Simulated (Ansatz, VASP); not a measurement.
**Ge (Germanium) in two plane-wave programs**

Wanted: the spread between two codes on one cell, functional and k mesh. The cell is taken from a series of runs on this material, whose earlier steps may have relaxed, scaled, displaced or heated it; both programs get it as it stands.

Method: plane waves, with VASP 6.6.1 beside it; zone-centre phonons at PBEsol, in Ansatz 0.2.0.

### 1. Set-up

The structure is orthorhombic, space group Imma (No. 74). Conventional cell: a = 3.853 Å, b = 4.021 Å, c = 5.760 Å, α = 90.00°, β = 90.00°, γ = 90.00°. Nearest to Ge lie 4 Ge at 2.43 to 2.45 Å.

### 2. VASP: zone-centre phonons, PBEsol

Second derivatives magnify differences that forces hide, and they need a tight electronic threshold.

Lines of VASP's logs that name or quote its potential files are left out, and so is its time.

The input, INCAR:

```
SYSTEM = Ge
PREC = Accurate
ENCUT = 500
EDIFF = 1E-08
NELM = 120
ISMEAR = 1
SIGMA = 0.2
LREAL = .FALSE.
ALGO = Normal
GGA = PS
NBANDS = 20
LORBIT = 11
LWAVE = .FALSE.
LCHARG = .FALSE.
ISIF = 2
IBRION = 8
LASPH = .TRUE.
GGA_COMPAT = .FALSE.
KPAR = 2
```

The input, POSCAR:

```
Ge
1.0
   -0.0595196113      2.7838680668      2.8799408087
    2.7838680668     -0.0595196113      2.8799408087
    2.7243484556      2.7243484556      0.0000000000
Ge
2
Direct
    0.4970318671      0.4970318671      0.5029681329
    0.7529681329      0.7529681329      0.7470318671
```

The input, KPOINTS:

```
Automatic mesh
0
Gamma
16 16 16
0 0 0
```

The projector-augmented-wave data sets are Ge_d (PBE family, release 64).

Run with:

```
$ mpirun -np 2 vasp_std
```

Numbers of over 12 decimals in the logs are rounded to 6 here.

Output:

```text
[banner, memory and clock lines left out]
running    2 mpi-ranks, on    1 nodes
 distrk:  each k-point on    1 cores,    2 groups
 distr:  one band on    1 cores,    1 groups

 POSCAR found type information on POSCAR Ge
 POSCAR found :  1 types and       2 ions
|                                                                             |
|               ----> ADVICE to this user running VASP <----                  |
|                                                                             |
|     You enforced a specific xc type in the INCAR file but a different       |
|     [... a line on the potential file left out ...]
|     I HOPE YOU KNOW WHAT YOU ARE DOING!                                     |
|                                                                             |

 LDA part: xc-table for (Slater+PW92), standard interpolation
 POSCAR, INCAR and KPOINTS ok, starting setup
 FFT: planning ... GRIDC
 FFT: planning ... GRID_SOFT
 FFT: planning ... GRID
 WAVECAR not read
 entering main loop
       N       E                     dE             d eps       ncg     rms          rms(c)
DAV:   1     0.181541550694E+03    0.18154E+03   -0.14578E+04 26684   0.377E+03
DAV:   2     0.153882870364E+02   -0.16615E+03   -0.16169E+03 24872   0.582E+02
DAV:   3    -0.921091438411E+01   -0.24599E+02   -0.24420E+02 28056   0.143E+02
DAV:   4    -0.999166308917E+01   -0.78075E+00   -0.78013E+00 28012   0.302E+01
DAV:   5    -0.100044273391E+02   -0.12764E-01   -0.12764E-01 27896   0.420E+00    0.332E+00
DAV:   6    -0.989513998379E+01    0.10929E+00   -0.38955E-02 31492   0.239E+00    0.189E+00
DAV:   7    -0.984379807728E+01    0.51342E-01   -0.68558E-02 26004   0.257E+00    0.160E-01
DAV:   8    -0.984476357095E+01   -0.96549E-03   -0.71173E-03 28868   0.117E+00    0.545E-02
DAV:   9    -0.984487296153E+01   -0.10939E-03   -0.23224E-04 28900   0.205E-01    0.152E-02
DAV:  10    -0.984488807954E+01   -0.15118E-04   -0.21382E-05 32936   0.425E-02    0.555E-03
DAV:  11    -0.984488942622E+01   -0.13467E-05   -0.35813E-06 28408   0.200E-02    0.143E-03
DAV:  12    -0.984488936203E+01    0.64184E-07   -0.70309E-07 32512   0.151E-02    0.644E-04
DAV:  13    -0.984488940190E+01   -0.39870E-07   -0.11416E-07 32824   0.607E-03    0.364E-04
DAV:  14    -0.984488939112E+01    0.10778E-07   -0.11779E-08 17680   0.234E-03    0.107E-04
DAV:  15    -0.984488937868E+01    0.12441E-07   -0.21778E-09 14604   0.505E-04    0.298E-05
DAV:  16    -0.984488937769E+01    0.98862E-09   -0.27016E-10 13784   0.208E-04
   1 F= -.98448894E+01 E0= -.98450178E+01  d E =0.385309E-03
 Linear response reoptimize wavefunctions to high precision
DAV:   1    -0.984488937746E+01    0.23556E-09   -0.14038E-10 14272   0.193E-04
DAV:   2    -0.984488937747E+01   -0.14552E-10   -0.26560E-11 13464   0.604E-05
 Linear response DOF=           2
 Linear response progress:
  Degree of freedom:   1/  2
       N       E                     dE             d eps       ncg     rms          rms(c)
RMM:   1    -0.186454757084E+00   -0.18645E+00    0.85410E+00 99963   0.453E+01
RMM:   2    -0.193651343454E+00   -0.71966E-02   -0.13155E-02132350   0.110E+00    0.744E-02
RMM:   3    -0.193688380667E+00   -0.37037E-04   -0.95586E-04141029   0.319E-01    0.431E-02
RMM:   4    -0.193598681514E+00    0.89699E-04   -0.61497E-05150397   0.802E-02    0.472E-03
RMM:   5    -0.193601106297E+00   -0.24248E-05   -0.40357E-06144541   0.174E-02    0.247E-03
RMM:   6    -0.193608105950E+00   -0.69997E-05   -0.43561E-07147582   0.493E-03    0.325E-04
RMM:   7    -0.193607110540E+00    0.99541E-06   -0.63829E-07151180   0.146E-03    0.193E-04
RMM:   8    -0.193605895791E+00    0.12147E-05   -0.17093E-07153717   0.531E-04    0.393E-05
RMM:   9    -0.193605807697E+00    0.88094E-07   -0.18204E-07156235   0.218E-04    0.190E-05
RMM:  10    -0.193605926216E+00   -0.11852E-06   -0.72440E-08156908   0.962E-05    0.564E-06
RMM:  11    -0.193605951901E+00   -0.25684E-07   -0.46193E-08156870   0.511E-05    0.281E-06
RMM:  12    -0.193605971405E+00   -0.19505E-07   -0.28529E-08150299   0.313E-05    0.197E-06
RMM:  13    -0.193605990966E+00   -0.19561E-07   -0.10646E-08141930   0.230E-05    0.278E-07
RMM:  14    -0.193605992310E+00   -0.13440E-08   -0.48497E-09110622   0.186E-05    0.824E-08
 first order change of Fermi-energy   0.64800E-04
 force on displaced ion       1 direction 1 : -11.412  -0.161   0.004
 Linear response progress:
  Degree of freedom:   2/  2
       N       E                     dE             d eps       ncg     rms          rms(c)
RMM:   1    -0.186734215812E+00   -0.18673E+00    0.82857E+00 29795   0.447E+01
RMM:   2    -0.194044110065E+00   -0.73099E-02   -0.14315E-02 40329   0.114E+00    0.768E-02
RMM:   3    -0.194092754132E+00   -0.48644E-04   -0.97306E-04 43029   0.319E-01    0.443E-02
RMM:   4    -0.194018876500E+00    0.73878E-04   -0.60738E-05 45607   0.790E-02    0.462E-03
RMM:   5    -0.194019640703E+00   -0.76420E-06   -0.30893E-06 43507   0.174E-02    0.236E-03
RMM:   6    -0.194023792052E+00   -0.41513E-05   -0.22596E-07 44633   0.495E-03    0.431E-04
RMM:   7    -0.194023244269E+00    0.54778E-06   -0.26687E-08 45454   0.140E-03    0.172E-04
RMM:   8    -0.194022301628E+00    0.94264E-06   -0.84341E-11 45933   0.513E-04    0.422E-05
RMM:   9    -0.194022151719E+00    0.14991E-06   -0.79790E-10 41050   0.237E-04    0.154E-05
RMM:  10    -0.194022252323E+00   -0.10060E-06   -0.12194E-08 44684   0.110E-04    0.638E-06
RMM:  11    -0.194022289632E+00   -0.37309E-07   -0.13892E-08 47053   0.538E-05    0.327E-06
RMM:  12    -0.194022326510E+00   -0.36878E-07   -0.60065E-09 46701   0.320E-05    0.507E-07
RMM:  13    -0.194022323709E+00    0.28012E-08   -0.35429E-09 37431   0.231E-05    0.441E-07
 first order change of Fermi-energy  -0.25678E+01
 force on displaced ion       1 direction 3 :   0.000   0.000 -11.597
 Linear response finished
```

OUTCAR, selected parts (step 2):

```text
ion  position               nearest neighbor table
   1  0.497  0.497  0.503-   2 2.43   2 2.43   2 2.45   2 2.45
   2  0.753  0.753  0.747-   1 2.43   1 2.43   1 2.45   1 2.45

  LATTYP: Found a body centered orthorhombic cell.
 ALAT       =     3.8528105345
 B/A-ratio  =     1.0436945657
 C/A-ratio  =     1.4949817973

 Subroutine GETGRP returns: Found  8 space group operations
 (whereof  4 operations were pure point group operations)

The static configuration has the point symmetry C_2v.
 The point group associated with its full space group is D_2h.

 Found    621 irreducible k-points:

   k-points           NKPTS =    621   k-points in BZ     NKDIM =    621   number of bands    NBANDS=     20

   dimension x,y,z NGX =    30 NGY =   30 NGZ =   28
   dimension x,y,z NGXF=    60 NGYF=   60 NGZF=   56

   ENCUT  =  500.0 eV  36.75 Ry    6.06 a.u.   7.30  7.30  7.02*2*pi/ulx,y,z

   NELECT =      28.0000    total number of electrons

 k-points in reciprocal lattice and weights: Automatic mesh
   0.00000000  0.00000000  0.00000000       0.000
   0.06250000 -0.00000000  0.00000000       0.001
   0.12500000 -0.00000000  0.00000000       0.001
   0.18750000  0.00000000  0.00000000       0.001
   0.25000000 -0.00000000  0.00000000       0.001
   0.31250000 -0.00000000  0.00000000       0.001
   0.37500000  0.00000000  0.00000000       0.001
   0.43750000 -0.00000000  0.00000000       0.001
   0.50000000 -0.00000000  0.00000000       0.000
[...]
0.25000000  0.25000000  0.50000000       0.000
  -0.25000000  0.25000000  0.50000000       0.000

 average (electrostatic) potential at core
       1 -74.0347       2 -74.0347

  Total        0.7054061      0.7054061     -0.0435926      0.7438290      0.0000000      0.0000000
  in kB       25.3301334     25.3301334     -1.5653472     26.7098480      0.0000000      0.0000000
  external PRESSURE =      16.3649732 kB  Pullay stress =       0.0000000 kB

  energy-cutoff  :      500.00
  volume of cell :       44.62
      direct lattice vectors                 reciprocal lattice vectors
    -0.059519611  2.783868067  2.879940809    -0.175846580  0.175846580  0.173614679
     2.783868067 -0.059519611  2.879940809     0.175846580 -0.175846580  0.173614679
     2.724348456  2.724348456  0.000000000     0.183530120  0.183530120 -0.173614679

 POSITION                                       TOTAL-FORCE (eV/Angst)
 -----------------------------------------------------------------------------------
      2.72435      2.72435      2.86284        -0.000000     -0.000000      0.001723
      4.08652      4.08652      4.33701         0.000000      0.000000     -0.001723
 -----------------------------------------------------------------------------------
    total drift:                               -0.000000      0.000000      0.000000

 Eigenvectors and eigenvalues of the dynamical matrix
 ----------------------------------------------------

   1 f  =    8.835692 THz    55.516287 2PiTHz  294.726945 cm-1    36.541467 meV
             X         Y         Z           dx          dy          dz
      2.724348  2.724348  2.862845    -0.000000   -0.000000    0.707107
      4.086523  4.086523  4.337007     0.000000    0.000000   -0.707107

   2 f  =    8.826636 THz    55.459391 2PiTHz  294.424893 cm-1    36.504018 meV
             X         Y         Z           dx          dy          dz
      2.724348  2.724348  2.862845    -0.500000   -0.500000   -0.000000
      4.086523  4.086523  4.337007     0.500000    0.500000    0.000000

   3 f  =    8.702612 THz    54.680126 2PiTHz  290.287899 cm-1    35.991096 meV
             X         Y         Z           dx          dy          dz
      2.724348  2.724348  2.862845     0.500000   -0.500000    0.000000
      4.086523  4.086523  4.337007    -0.500000    0.500000   -0.000000

   4 f  =    0.000000 THz     0.000000 2PiTHz    0.000001 cm-1     0.000000 meV
             X         Y         Z           dx          dy          dz
      2.724348  2.724348  2.862845     0.703669    0.068629   -0.011825
      4.086523  4.086523  4.337007     0.703669    0.068629   -0.011825

   5 f/i=    0.000000 THz     0.000001 2PiTHz    0.000004 cm-1     0.000000 meV
             X         Y         Z           dx          dy          dz
      2.724348  2.724348  2.862845    -0.068583    0.662067   -0.238670
      4.086523  4.086523  4.337007    -0.068583    0.662067   -0.238670

   6 f/i=    0.000000 THz     0.000001 2PiTHz    0.000006 cm-1     0.000001 meV
             X         Y         Z           dx          dy          dz
      2.724348  2.724348  2.862845    -0.012093    0.238657    0.665505
      4.086523  4.086523  4.337007    -0.012093    0.238657    0.665505

 ELASTIC MODULI CONTR FROM IONIC RELAXATION (kBar)
 Direction    XX          YY          ZZ          XY          YZ          ZX
 --------------------------------------------------------------------------------
 XX          -0.6029     -0.6029     -1.4905    -12.0354      0.0000      0.0000
 YY          -0.6029     -0.6029     -1.4905    -12.0354      0.0000      0.0000
 ZZ          -1.4905     -1.4905     -3.6852    -29.7563      0.0000      0.0000
 XY         -12.0354    -12.0354    -29.7563   -240.2701      0.0000      0.0000
 YZ           0.0000      0.0000      0.0000      0.0000   -248.5884    -52.4849
 ZX           0.0000      0.0000      0.0000      0.0000    -52.4849   -238.5131
 --------------------------------------------------------------------------------
```

### 3. Ansatz: zone-centre phonons, PBEsol

Ansatz runs on its PAW soft_1 files.

The same cell, functional, mesh and smearing now go to Ansatz, which takes its cutoff from its data sets.

The input, input.yaml:

```yaml
crystal:
  lattice:
    - [-0.0595196113, 2.7838680668, 2.8799408087]
    - [2.7838680668, -0.0595196113, 2.8799408087]
    - [2.7243484556, 2.7243484556, 0.0]
  atoms:
    - { symbol: Ge, position: [0.4970318671, 0.4970318671, 0.5029681329] }
    - { symbol: Ge, position: [0.7529681329, 0.7529681329, 0.7470318671] }
kpoints:
  mp_grid: { grid: [16, 16, 16] }
hamiltonian:
  xc: pbesol
  pseudopotentials: { kind: paw, azcp: { folder: soft_1 }, xc_functional: pbe }
scf:
  occupations: { method: methfessel_paxton, width: 0.2 }
output:
  eigenvalues: true
phonons:
  method: dfpt
```

Run with:

```
$ ansatz run input.yaml --threads 4 --pin off --max-ram 10240MiB --backend cpu --events-out ev --progress --plain --runs-dir out
```

Output:

```text
zone centre: on kpoints.mp_grid the ground state, and the responses unless they are solved on pairs of k-points, stand on 1098 of the mesh's 4096 k-points, reduced under 2 symmetry operations, with k and −k counted as one. Each operation leaves every solved displacement unchanged or reverses it
Engine: ansatz 0.2.0, aarch64-unknown-linux-gnu
Pseudopotentials: kind: paw
Pseudopotential: Ge, paw, valence charge 14, recommended cutoff 420 eV (normal), soft_1/Ge.paw.azcp
Functional definition: PBEsol
  exchange = pbesol_x
  correlation = pbesol_c
Crystal: 2 atoms, lattice volume = 44.618 Å³
Basis set: ecut = 420 eV, 889 PW (Γ), exchange–correlation on 64×64×64 points (8 copies of the dense FFT grid, shifted against one another)
Bands: 18, of which v1, the nominal top of the filled ones, is band 14 counted from 1 (13 counted from 0)
Symmetry: 8 space group operations
k-points: 1098 of 4096 (irreducible under 2 space group operations, time reversal used)
Non-local potential: Ge, projectors of the file, l = 0: 2, l = 1: 2, l = 2: 3, l = 3: 1
PAW form: soft (Blöchl's): semilocal exchange-correlation on the pseudo side does not see the compensation charge
PAW frozen core: Ge, regenerated for the run's functional, and the local potential with it (the file was generated under x = pbe(κ = 0.804, μ = 0.219515), c = pbe(β = 0.066725))
PAW one-centre angular grid: Ge, 590 points (default); XC on 64 Gauss nodes
Initial density: superposition of atomic densities (chi_scale 0.1, normalization cell)
Initial wavefunctions: pseudopotential atomic-orbital guess
Functional: x = pbesol(κ = 0.804, μ = 0.123457), c = pbesol(β = 0.046)
SCF iter   1: F=—  HF=-8507.051960 eV  |F-HF|=—  |Δ(HF+E_count)|=         —  Δρ=3.59e-2  dr2=4.61e-1  ethr=3.10e-3  ⟨swp⟩=5.1  Hψ=89916  notcnv=0
preconditioner: auto → Kerker (q_TF=auto, 2.524 Å⁻¹)  [metal: Δε(μ)=0.107 eV  Ē_g=23.344 eV  σ=0.200 eV  W_gap=0.44  n_scr=14 (ndim 8)  ℏωp=29.4 eV  f_vac=0.000  D(μ)=0.03/eV (n_scr^D=0)]
SCF iter   2: F=—  HF=-8507.023813 eV  |F-HF|=—  |Δ(HF+E_count)|=   2.81e-2  S|Δr|=    0.00e0  Δρ=2.34e-2  dr2=2.29e-1  ethr=1.65e-3  ⟨swp⟩=1.0  Hψ=28548  notcnv=0
SCF iter   3: F=—  HF=-8506.976713 eV  |F-HF|=—  |Δ(HF+E_count)|=   4.71e-2  S|Δr|=    0.00e0  Δρ=3.85e-3  dr2=1.19e-2  ethr=8.19e-4  ⟨swp⟩=1.5  Hψ=20778  notcnv=0
SCF iter   4: F=—  HF=-8506.976840 eV  |F-HF|=—  |Δ(HF+E_count)|=   1.27e-4  S|Δr|=    0.00e0  Δρ=2.52e-3  dr2=3.99e-3  ethr=4.25e-5  ⟨swp⟩=2.0  Hψ=34320  notcnv=0
SCF iter   5: F=—  HF=-8506.977426 eV  |F-HF|=—  |Δ(HF+E_count)|=   5.86e-4  S|Δr|=    0.00e0  Δρ=6.34e-4  dr2=1.57e-4  ethr=1.42e-5  ⟨swp⟩=2.0  Hψ=35137  notcnv=0
SCF iter   6: F=—  HF=-8506.977535 eV  |F-HF|=—  |Δ(HF+E_count)|=   1.09e-4  S|Δr|=    0.00e0  Δρ=1.31e-4  dr2=5.35e-6  ethr=5.62e-7  ⟨swp⟩=2.0  Hψ=35188  notcnv=0
SCF iter   7: F=—  HF=-8506.977547 eV  |F-HF|=—  |Δ(HF+E_count)|=   1.29e-5  S|Δr|=    0.00e0  Δρ=3.17e-5  dr2=4.02e-7  ethr=1.91e-8  ⟨swp⟩=2.0  Hψ=35198  notcnv=0
SCF iter   8: F=—  HF=-8506.977548 eV  |F-HF|=—  |Δ(HF+E_count)|=   7.61e-7  S|Δr|=    0.00e0  Δρ=7.25e-6  dr2=3.71e-8  ethr=1.44e-9  ⟨swp⟩=2.0  Hψ=35196  notcnv=0
SCF iter   9: F=—  HF=-8506.977548 eV  |F-HF|=—  |Δ(HF+E_count)|=   3.13e-8  S|Δr|=    0.00e0  Δρ=2.86e-6  dr2=6.72e-9  ethr=1.32e-10  ⟨swp⟩=2.0  Hψ=24038  notcnv=0
SCF iter  10: F=—  HF=-8506.977548 eV  |F-HF|=—  |Δ(HF+E_count)|=   2.19e-9  S|Δr|=    0.00e0  Δρ=6.22e-7  dr2=2.43e-10  ethr=2.40e-11  ⟨swp⟩=2.0  Hψ=24153  notcnv=0
SCF iter  11: F=-8506.977548 eV  HF=-8506.977548 eV  |F-HF|=1.09e-11  |Δ(HF+E_count)|=  3.04e-10  S|Δr|=    0.00e0  Δρ=1.96e-7  dr2=8.97e-12  ethr=1.00e-12  ⟨swp⟩=4.0  Hψ=94481  notcnv=0
SCF 1 converged in 11 iterations: F = -8506.977548 eV  dr2 = 8.97e-12
  greatest PAW one-centre occupation: 0.998 electrons in one spin orbital (limit 2), on the Ge atom at site 1 (counted from 0), in its partial waves of l = 2
DFPT response loops at Γ: preconditioner auto → Kerker (q_TF=auto, 2.524 Å⁻¹) (partly filled bands, converged f_vac=0.055); β = 1.00, the filter's whole step (`scf.mixing.beta` (0.50) is not read by the response loops under this deck's `scf.mixing.preconditioner`; to damp them name `kerker` or `kerker_dos`, under which they read `scf.mixing.beta`, and type it under 1.00, their step now; both keys bind the ground state too); Broyden in place of MSR1
SCF converged after 11 iterations
Stability not checked: this state was not tested for a lower state beside it, because cold or Methfessel-Paxton smearing, or corrected tetrahedra, fill the levels in a way that the test cannot read (fill_not_monotonic; see scf.lower_state_search)
Free energy (F): -8506.977548 eV
Harris-Foulkes:  -8506.977548 eV  (|F-HF|=1.09e-11)
Internal energy: -8506.977943 eV  (E = F + TS)
E sigma→0 (E₀):  -8506.977647 eV
Entropy (-TS):   0.000395 eV (0.197 meV/atom)
Fermi energy:    8.706988 eV
Step filling:    the computed levels leave a gap of 0.0117 eV = 0.1 smearing widths at the electron count; against every level under it full and every level over it empty, smearing changes F+E_penalty+E_count by +0.051 meV and its σ→0 estimate by -0.047 meV
--- Per-component energies (eV) ---
  E_band       = -298.903538
  E_kinetic    = 186.279536
  E_local      = -4481.458070  (includes V_loc(G=0)·N_el)
  E_nonlocal   = 438.953224
  E_hartree    = 2135.743232
  E_xc         = -142.477061
  E_vxc        = -130.701919  (∫ρ·V_xc dr)
  E_paw        = -3944.854237  (= ΣΔE_a)
  E_vpaw       = -583.462793  (= ΣTr[D̂ρ^β])
  E_aug_tail   = 0.000034  (compensation charges beyond the density's cutoff)
  E_ewald      = -2701.000477
  E_core_change = 1.835876  (= ΣΔE_core)
  E_smearing   = 0.000395  (= −TS)
  E_closure    = -0.000000  (closes the sum)
  Σ components = -8506.977548   (vs F -8506.977548, Δ=0.00e0)
--- Band table (eV; the first three rows and the last of 1098) ---
  k-point 0: bands = [... 10 lower, -4.2977, 8.4054, 8.4856, 8.6392, 8.9278, 10.8858, 11.3112, 11.3300]
  k-point 1: bands = [... 10 lower, -4.2474, 7.5754, 8.3868, 8.5015, 9.3836, 11.0284, 11.3726, 11.6295]
  k-point 2: bands = [... 10 lower, -4.0972, 6.3846, 8.1535, 8.2127, 9.5047, 11.3771, 11.6128, 12.3813]
  k-point 1097: bands = [... 10 lower, -0.5496, -0.3810, 5.3679, 5.9219, 9.0825, 9.8017, 18.0714, 18.3009]
--- Phonons (Γ-DFPT): 2 representative perturbations + reference, on 1098 of 4096 k-points (Σ response iterations 6) ---
  k mesh reduced under 2 symmetry operations, with k and −k counted as one. Each operation leaves every solved displacement unchanged or reverses it
  ASR residual: 1.485e-5 → 0.000e0 eV/Å²; symmetrization residual: 2.433e-9 eV/Å²
  ASR residual per site (eV/Å²): 1.49e-5 1.49e-5
  Γ frequencies (cm⁻¹): 0.00 0.00 0.00 290.46 294.59 294.61
  non-analytic LO–TO correction: not included (Born effective charges unavailable; polar crystals: no LO–TO splitting at Γ)
```

### 4. Comparison

Known differences besides the potentials themselves: the cutoff is 420 eV in Ansatz and 500 eV in VASP; Ansatz makes its cores anew for this functional, VASP keeps those of its PBE data sets. Total energies have different zeros and are not compared.

Compared:

```tsv
quantity	Ansatz	VASP	difference
optical mode 1 (cm⁻¹)	290.5	290.3	+0.06 %
optical mode 2 (cm⁻¹)	294.6	294.4	+0.06 %
optical mode 3 (cm⁻¹)	294.6	294.7	-0.04 %
```

Modes are paired by rising frequency, not by their patterns, so a pair may set unlike modes beside each other; they are those without the splitting of longitudinal modes.

### 5. Outcome

| Property | Result |
| --- | --- |
| r.m.s. difference of the optical zone-centre modes, each program's sorted by frequency (zone-centre phonons, PBEsol) | 0.15 cm⁻¹ |

**Reading.** The r.m.s. difference of the optical zone-centre modes, each program's sorted by frequency is 0.15 cm⁻¹ (zone-centre phonons, PBEsol). How closely two codes agree says nothing of how well the functional describes the real material.

[Lines on the potential files, build, host, timing and source positions are cut from VASP's logs without a mark.]

[Logs are printed without paths, hosts, clocks, repeated set-up lines and the standing remarks that a program may print on its own settings, such as how far it seeks lower states.]

[Hosts, paths, dates, database ids (printed as entryN), source tags and the programs' standing remarks are cut or masked in the printed files.]
